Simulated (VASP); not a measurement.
These are PBEsol GGA, VASP's PBE PAW potentials (set 64) (plane waves; VASP) values and carry that method's errors.

A VASP calculation is set up with these files.

INCAR:
```
SYSTEM = Pr
PREC = Accurate; ENCUT = 400; LREAL = F
LASPH = T
EDIFF = 1E-7; NELM = 100; ALGO = Normal
LMAXMIX = 6
ISMEAR = -5
GGA = PS
ISIF = 2
LWAVE = F; LCHARG = T; LORBIT = 11
NEDOS = 601
```

File KPOINTS:
```
Automatic
0
G
14 14 14
0 0 0
```

**POSCAR**
```
Pr
1
   -2.0416364461     2.0416364461     2.0416364461
    2.0416364461    -2.0416364461     2.0416364461
    2.0416364461     2.0416364461    -2.0416364461
Pr
1
Direct
  0.0000000000   0.0000000000   0.0000000000
```

POTCAR, in this order: Pr_3 (PBE.64 set). Program: vasp_std.

The resulting files:

File OSZICAR:
```
       N       E                     dE             d eps       ncg     rms          rms(c)
DAV:   1     0.522273753187E+02    0.52227E+02   -0.48724E+03  1904   0.881E+02
DAV:   2    -0.368176446404E+01   -0.55909E+02   -0.55240E+02  2019   0.198E+02
DAV:   3    -0.509373211822E+01   -0.14120E+01   -0.13916E+01  2657   0.293E+01
DAV:   4    -0.513130610688E+01   -0.37574E-01   -0.37727E-01  2455   0.406E+00
DAV:   5    -0.513259972626E+01   -0.12936E-02   -0.12983E-02  2702   0.426E-01    0.375E+00
DAV:   6    -0.508166197121E+01    0.50938E-01   -0.48911E-02  2200   0.245E+00    0.205E+00
DAV:   7    -0.505833470866E+01    0.23327E-01   -0.73038E-02  2777   0.265E+00    0.193E-01
DAV:   8    -0.505835476533E+01   -0.20057E-04   -0.91536E-04  2096   0.331E-01    0.134E-01
DAV:   9    -0.505829000581E+01    0.64760E-04   -0.25101E-04  2939   0.782E-02    0.239E-02
DAV:  10    -0.505829391820E+01   -0.39124E-05   -0.56180E-06  2059   0.309E-02    0.578E-03
DAV:  11    -0.505829399671E+01   -0.78505E-07   -0.62345E-07  2165   0.932E-03
   1 F= -.50582940E+01 E0= -.50582940E+01  d E =0.000000E+00
```

**OUTCAR**
```
------------------------ aborting loop because EDIFF is reached ----------------------------------------
  FORCE on cell =-STRESS in cart. coord.  units (eV):
  Direction    XX          YY          ZZ          XY          YZ          ZX
  --------------------------------------------------------------------------------------
  Total       -0.0160338     -0.0160338     -0.0160338     -0.0000000      0.0000000      0.0000000
  in kB       -0.7546599     -0.7546599     -0.7546599     -0.0000000      0.0000000      0.0000000
  external PRESSURE =      -0.7546599 kB  Pullay stress =       0.0000000 kB
  volume of cell :       34.04
      direct lattice vectors                 reciprocal lattice vectors
    -2.041636446  2.041636446  2.041636446     0.000000000  0.244901584  0.244901584
     2.041636446 -2.041636446  2.041636446     0.244901584  0.000000000  0.244901584
     2.041636446  2.041636446 -2.041636446     0.244901584  0.244901584  0.000000000
 POSITION                                       TOTAL-FORCE (eV/Angst)
 -----------------------------------------------------------------------------------
      0.00000      0.00000      0.00000        -0.000000     -0.000000     -0.000000
 -----------------------------------------------------------------------------------
    total drift:                                0.000000      0.000000     -0.000000
  FREE ENERGIE OF THE ION-ELECTRON SYSTEM (eV)
  ---------------------------------------------------
  free  energy   TOTEN  =        -5.0582939967 eV

  energy  without entropy=       -5.0582939967  energy(sigma->0) =       -5.05829400

 total charge

# of ion       s       p       d       tot
------------------------------------------
    1        2.133   5.701   1.001   8.835
```
(Selected blocks of OUTCAR.)

The 4f electrons are frozen in the core of the lanthanide potential, so 4f levels, which can set the real gap, and their magnetism are missing. For a metal the tetrahedron method with Blöchl corrections gives inexact stress and forces.

The structure was generated: Pr was put into the bcc type (Im-3m), which need not be its known phase. It was relaxed first.
